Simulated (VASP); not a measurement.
Input for VASP

### INCAR
```
ALGO=Normal
EDIFF=1E-6
EDIFFG=-0.02
ENCUT=520
GGA=PE
IBRION=2
ISIF=3
ISMEAR=0
IVDW=12
LASPH=.TRUE.
LCHARG=.FALSE.
LMAXMIX=6
LREAL=.FALSE.
LWAVE=.FALSE.
NELM=100
NSW=60
PREC=Accurate
SIGMA=0.05
SYSTEM=La2O3
```

**POSCAR**
```
La2O3
1.0
  1.9585638208  -3.3923319581   0.0000000000
  1.9585638208   3.3923319581   0.0000000000
  0.0000000000   0.0000000000   6.0991542172
La O
2 3
Direct
  0.3333330000   0.6666670000   0.2456493452
  0.6666670000   0.3333330000   0.7543506548
  0.0000000000   0.0000000000   0.0000000000
  0.3333330000   0.6666670000   0.6462857074
  0.6666670000   0.3333330000   0.3537142926
```

File KPOINTS:
```
Automatic mesh
0
Gamma
6 6 4
0 0 0
```

POTCAR, in this order: La O (PBE.64 set). Program: vasp_std.

Question: Translate this PBE-D3(BJ) calculation to Ansatz.

Answer: One equivalent input (not run):
Ansatz 0.2 input:
```yaml
crystal:
  lattice:
    - [1.9585638, -3.3923320, 0.0000000]
    - [1.9585638, 3.3923320, 0.0000000]
    - [0.0000000, 0.0000000, 6.0991542]
  atoms:
    - { symbol: La, position: [0.3333330, 0.6666670, 0.2456493] }
    - { symbol: La, position: [0.6666670, 0.3333330, 0.7543507] }
    - { symbol: O, position: [0.0000000, 0.0000000, 0.0000000] }
    - { symbol: O, position: [0.3333330, 0.6666670, 0.6462857] }
    - { symbol: O, position: [0.6666670, 0.3333330, 0.3537143] }
kpoints:
  mp_grid: { grid: [6, 6, 4] }
hamiltonian:
  xc: pbe
  dispersion: d3bj
  pseudopotentials: { kind: paw }
scf:
  occupations: { method: gaussian, width: 0.05 }
  max_iter: 100
relax:
  max_steps: 60
  f_tol: 0.02
  cell: {}
output: { forces: true, stress: true, eigenvalues: true }
```
The two are equivalent in intent, not identical: each code has its own PAW files, so the cut-off isn't converted (ENCUT is set for VASP's; basis.ecutwfc is left out, and Ansatz then takes the one that its files recommend); Ansatz stops its SCF on the density residual and VASP on the energy change (EDIFF).

The compound is La2O3 in the a-type structure. It was relaxed first. The start is the result of an earlier pass.
